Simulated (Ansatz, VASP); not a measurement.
**SnSe2 in two plane-wave programs**

One calculation is typed for both programs; each brings its own data sets. How far apart do they land? The cell is taken from a series of runs on this material, whose earlier steps may have relaxed, scaled, displaced or heated it; both programs get it as it stands.

Calculated with Ansatz 0.2.0; plane waves, with VASP 6.6.1 beside it; PBEsol, spin-orbit coupling.

**1. Set-up**

The structure is trigonal, space group P-3m1 (No. 164). Conventional cell: a = 3.819 Å, b = 3.819 Å, c = 6.139 Å, α = 90.00°, β = 90.00°, γ = 120.00°. Nearest to Sn lie 6 Se at 2.72 Å. Nearest to Se lie 3 Sn at 2.72 Å. Farther neighbours and most contacts between anions are not listed.

**2. VASP: relaxation of cell and atoms, PBEsol, spin-orbit coupling**

The relaxed volume is the usual yardstick between codes: in a stiff, nearly cubic crystal its relative difference is about their pressure difference at one cell divided by the bulk modulus.

Lines of VASP's logs that name or quote its potential files are left out, and so is its time.

The input, INCAR:

```
SYSTEM = SnSe2
PREC = Accurate
ENCUT = 500
EDIFF = 1E-07
NELM = 200
ISMEAR = 0
SIGMA = 0.02
LREAL = .FALSE.
ALGO = Normal
GGA = PS
LNONCOLLINEAR = .TRUE.
MAGMOM = 0 0 0 0 0 0 0 0 0
NBANDS = 38
GGA_COMPAT = .FALSE.
LASPH = .TRUE.
LSORBIT = .TRUE.
LORBIT = 11
LWAVE = .FALSE.
LCHARG = .FALSE.
ISIF = 3
IBRION = 2
NSW = 80
EDIFFG = -0.005
NELMIN = 4
EFERMI = MIDGAP
KPAR = 2
```

The input, POSCAR:

```
SnSe2
1.0
    3.8189440000      0.0000000000      0.0000000000
   -1.9094720000      3.3073020000      0.0000000000
    0.0000000000      0.0000000000      6.1394300000
Sn Se
1 2
Direct
    0.0000000000      0.0000000000      0.0000000000
    0.3333333333      0.6666666667      0.2583610367
    0.6666666667      0.3333333333      0.7416389632
```

The input, KPOINTS:

```
Automatic mesh
0
Gamma
12 12 6
0 0 0
```

PAW data sets: Sn_d and Se (PBE family, release 64).

The run is started by

```
> mpirun -np 2 vasp_ncl
```

Numbers of over 12 decimals in the logs are rounded to 6 here.

Log:

```text
[banner, memory and clock lines left out]
running    2 mpi-ranks, on    1 nodes
 distrk:  each k-point on    1 cores,    2 groups
 distr:  one band on    1 cores,    1 groups

 POSCAR found type information on POSCAR SnSe
 POSCAR found :  2 types and       3 ions
|                                                                             |
|               ----> ADVICE to this user running VASP <----                  |
|                                                                             |
|     You enforced a specific xc type in the INCAR file but a different       |
|     [... a line on the potential file left out ...]
|     I HOPE YOU KNOW WHAT YOU ARE DOING!                                     |
|                                                                             |

 LDA part: xc-table for (Slater+PW92), standard interpolation
 POSCAR, INCAR and KPOINTS ok, starting setup
 FFT: planning ... GRIDC
 FFT: planning ... GRID_SOFT
 FFT: planning ... GRID
 WAVECAR not read
 entering main loop
       N       E                     dE             d eps       ncg     rms          rms(c)
DAV:   1     0.247940313783E+03    0.24794E+03   -0.11220E+04  8076   0.154E+03
DAV:   2     0.253618205519E+02   -0.22258E+03   -0.21150E+03  7830   0.450E+02
DAV:   3    -0.113833794102E+02   -0.36745E+02   -0.35568E+02  9172   0.153E+02
DAV:   4    -0.132875468552E+02   -0.19042E+01   -0.18911E+01  9072   0.377E+01
DAV:   5    -0.133350614179E+02   -0.47515E-01   -0.47497E-01 10416   0.633E+00    0.499E+00
DAV:   6    -0.131016221689E+02    0.23344E+00   -0.28724E-01 10906   0.784E+00    0.315E+00
DAV:   7    -0.130770689746E+02    0.24553E-01   -0.13693E-01  9020   0.258E+00    0.114E+00
DAV:   8    -0.130752926652E+02    0.17763E-02   -0.76993E-03  9840   0.827E-01    0.563E-01
DAV:   9    -0.130750972855E+02    0.19538E-03   -0.11984E-03  8966   0.317E-01    0.147E-01
DAV:  10    -0.130751110811E+02   -0.13796E-04   -0.18766E-04  9642   0.149E-01    0.481E-02
DAV:  11    -0.130751195645E+02   -0.84834E-05   -0.72453E-05  9286   0.594E-02    0.157E-02
DAV:  12    -0.130751247569E+02   -0.51924E-05   -0.92467E-06  8204   0.215E-02    0.590E-03
DAV:  13    -0.130751251070E+02   -0.35019E-06   -0.87450E-07  9402   0.639E-03    0.276E-03
DAV:  14    -0.130751251055E+02    0.15584E-08   -0.35783E-08  5760   0.198E-03
   1 F= -.13075125E+02 E0= -.13075125E+02  d E =-.130751E+02  mag=     0.0000    -0.0000     0.0000
 curvature:   0.00 expect dE= 0.000E+00 dE for cont linesearch  0.000E+00
 trial: gam= 0.00000 g(F)=  0.602E-04 g(S)=  0.317E-03 ort = 0.000E+00 (trialstep = 0.100E+01)
 search vector abs. value=  0.377E-03
 bond charge predicted
       N       E                     dE             d eps       ncg     rms          rms(c)
DAV:   1    -0.130777421178E+02   -0.26170E-02   -0.60525E-02  9728   0.361E+00    0.285E-01
DAV:   2    -0.130757558341E+02    0.19863E-02   -0.36937E-03 10046   0.960E-01    0.130E-01
DAV:   3    -0.130751683934E+02    0.58744E-03   -0.15847E-03  9986   0.580E-01    0.298E-02
DAV:   4    -0.130751587372E+02    0.96563E-05   -0.87136E-05  8228   0.930E-02    0.172E-02
DAV:   5    -0.130751502598E+02    0.84773E-05   -0.44969E-06  9684   0.200E-02    0.927E-03
DAV:   6    -0.130751474348E+02    0.28250E-05   -0.96124E-07 10540   0.950E-03    0.251E-03
DAV:   7    -0.130751472189E+02    0.21591E-06   -0.15559E-07  7754   0.441E-03    0.619E-04
DAV:   8    -0.130751472365E+02   -0.17588E-07   -0.14319E-08  4430   0.937E-04
   2 F= -.13075147E+02 E0= -.13075147E+02  d E =-.221310E-04  mag=     0.0000     0.0000    -0.0000
 trial-energy change:   -0.000022  1 .order   -0.000032   -0.000377    0.000314
 step:   0.5252(harm=  0.5458)  dis= 0.00063  next Energy=   -13.075223 (dE=-0.976E-04)
 bond charge predicted
       N       E                     dE             d eps       ncg     rms          rms(c)
DAV:   1    -0.130758037947E+02   -0.65658E-03   -0.13606E-02  9746   0.170E+00    0.136E-01
DAV:   2    -0.130753531343E+02    0.45066E-03   -0.83698E-04 10064   0.459E-01    0.618E-02
DAV:   3    -0.130752233393E+02    0.12979E-03   -0.35439E-04  9986   0.275E-01    0.142E-02
DAV:   4    -0.130752227139E+02    0.62535E-06   -0.19524E-05  8268   0.439E-02    0.824E-03
DAV:   5    -0.130752219928E+02    0.72115E-06   -0.98004E-07  9658   0.933E-03    0.442E-03
DAV:   6    -0.130752220969E+02   -0.10414E-06   -0.21015E-07  8676   0.452E-03    0.120E-03
DAV:   7    -0.130752221753E+02   -0.78444E-07   -0.41242E-08  4472   0.270E-03
   3 F= -.13075222E+02 E0= -.13075222E+02  d E =-.970699E-04  mag=     0.0000     0.0000    -0.0000
 curvature:  -0.27 expect dE=-0.771E-07 dE for cont linesearch -0.332E-08
 trial: gam=-0.00493 g(F)=  0.721E-07 g(S)=  0.211E-06 ort = 0.214E-05 (trialstep = 0.905E+00)
 search vector abs. value=  0.271E-06
 reached required accuracy - stopping structural energy minimisation
```

Parts of OUTCAR (step 2):

```text
ion  position               nearest neighbor table
   1  0.000  0.000  0.000-   2 2.72   3 2.72   2 2.72   2 2.72   3 2.72   3 2.72
   2  0.333  0.667  0.258-   1 2.72   1 2.72   1 2.72
   3  0.667  0.333  0.742-   1 2.72   1 2.72   1 2.72

  LATTYP: Found a hexagonal cell.
 ALAT       =     3.8189440000
 C/A-ratio  =     1.6076250398

 Subroutine GETGRP returns: Found 12 space group operations
 (whereof 12 operations were pure point group operations)

The static configuration has the point symmetry D_3d.

 Found    100 irreducible k-points:

   k-points           NKPTS =    100   k-points in BZ     NKDIM =    100   number of bands    NBANDS=     38

   dimension x,y,z NGX =    28 NGY =   28 NGZ =   48
   dimension x,y,z NGXF=    56 NGYF=   56 NGZF=   96

   ENCUT  =  500.0 eV  36.75 Ry    6.06 a.u.   6.96  6.96 11.19*2*pi/ulx,y,z

   NELECT =      26.0000    total number of electrons

 k-points in reciprocal lattice and weights: Automatic mesh
   0.00000000  0.00000000  0.00000000       0.001
   0.08333333  0.00000000  0.00000000       0.007
   0.16666667  0.00000000  0.00000000       0.007
   0.25000000  0.00000000  0.00000000       0.007
   0.33333333  0.00000000  0.00000000       0.007
   0.41666667  0.00000000  0.00000000       0.007
   0.50000000  0.00000000  0.00000000       0.003
   0.08333333  0.08333333  0.00000000       0.007
   0.16666667  0.08333333  0.00000000       0.014
[...]
0.33333333  0.25000000  0.50000000       0.014
   0.33333333  0.33333333  0.50000000       0.002

 average (electrostatic) potential at core
       1-102.5050       2 -53.3715       3 -53.3715

 E-fermi :   4.3168

 k-point     1 :       0.0000    0.0000    0.0000
  band No.  band energies     occupation
    ...
     22       3.6174      1.00000
     23       3.8156      1.00000
     24       3.8156      1.00000
     25       3.9974      1.00000
     26       3.9974      1.00000
     27       4.8924      0.00000
     28       4.8924      0.00000
     29       6.9513      0.00000
     30       6.9513      0.00000
     31       8.4095      0.00000
    ...

 k-point     2 :       0.0833    0.0000    0.0000
  band No.  band energies     occupation
    ...
     22       3.3387      1.00000
     23       3.8330      1.00000
     24       3.8330      1.00000
     25       4.0773      1.00000
     26       4.0773      1.00000
     27       5.5541      0.00000
     28       5.5541      0.00000
     29       7.3587      0.00000
     30       7.3587      0.00000
     31       8.2935      0.00000
    ...

 k-point     3 :       0.1667    0.0000    0.0000
  band No.  band energies     occupation
    ...
     22       2.6902      1.00000
     23       3.8499      1.00000
     24       3.8499      1.00000
     25       4.0748      1.00000
     26       4.0748      1.00000
     27       6.1699      0.00000
     28       6.1699      0.00000
     29       7.5846      0.00000
     30       7.5846      0.00000
     31       8.6497      0.00000
    ...

  Total       -0.0016770     -0.0016770      0.0027357      0.0000000     -0.0000000      0.0000000
  in kB       -0.0345782     -0.0345782      0.0564082      0.0000000     -0.0000000      0.0000000
  external PRESSURE =      -0.0042494 kB  Pullay stress =       0.0000000 kB

  energy-cutoff  :      500.00
  volume of cell :       77.70
      direct lattice vectors                 reciprocal lattice vectors
     3.821347675  0.000000000  0.000000000     0.261687783  0.151085536 -0.000000000
    -1.910673837  3.309383642  0.000000000     0.000000000  0.302171071 -0.000000000
     0.000000000  0.000000000  6.144237367     0.000000000 -0.000000000  0.162754129

 POSITION                                       TOTAL-FORCE (eV/Angst)
 -----------------------------------------------------------------------------------
      0.00000      0.00000      0.00000         0.000000     -0.000000      0.000000
     -0.00000      2.20626      1.58807        -0.000000      0.000000      0.000865
      1.91067      1.10313      4.55617        -0.000000     -0.000000     -0.000865
 -----------------------------------------------------------------------------------
    total drift:                                0.000000      0.000000      0.000000

  FREE ENERGIE OF THE ION-ELECTRON SYSTEM (eV)
  ---------------------------------------------------
  free  energy   TOTEN  =       -13.0752221753 eV

  energy  without entropy=      -13.0752221753  energy(sigma->0) =      -13.07522218

 reached required accuracy - stopping structural energy minimisation

 Spin-Orbit-Coupling matrix elements
 Ion:    1  E_soc:     -0.0912411
 Ion:    2  E_soc:     -0.0463752
 Ion:    3  E_soc:     -0.0463752

 total charge
# of ion       s       p       d       tot
------------------------------------------
    1        1.063   1.026  10.098  12.187
    2        1.488   2.288   0.028   3.804
    3        1.488   2.288   0.028   3.804
--------------------------------------------------
tot          4.039   5.603  10.153  19.795

 magnetization (x)
# of ion       s       p       d       tot
------------------------------------------
    1        0.000  -0.000   0.000   0.000
    2        0.000   0.000   0.000   0.000
    3        0.000   0.000   0.000   0.000
--------------------------------------------------
tot          0.000   0.000   0.000   0.000

 magnetization (y)
# of ion       s       p       d       tot
------------------------------------------
    1        0.000   0.000   0.000   0.000
    2        0.000   0.000  -0.000  -0.000
    3        0.000   0.000  -0.000  -0.000
--------------------------------------------------
tot          0.000   0.000  -0.000  -0.000

 magnetization (z)
# of ion       s       p       d       tot
------------------------------------------
    1        0.000   0.000   0.000   0.000
    2        0.000   0.000   0.000   0.000
    3        0.000   0.000   0.000   0.000
--------------------------------------------------
tot          0.000   0.000   0.000   0.000

[... 3 further parts left out ...]
```

The gap is read on the k-mesh alone, so it is an upper bound where the band edges lie off the mesh. The PAW data sets were made with PBE, which is usual practice but a small mismatch for other functionals. The run keeps the 12 symmetry operations of its start, so it cannot find a distortion of lower symmetry.

(Continued in part 2 of 2.)

[Lines on the potential files, build, host, timing and source positions are cut from VASP's logs without a mark.]

[Logs are printed without paths, hosts, clocks, repeated set-up lines and the standing remarks that a program may print on its own settings, such as how far it seeks lower states.]

[Hosts, paths, dates, database ids (printed as entryN), source tags and the programs' standing remarks are cut or masked in the printed files.]
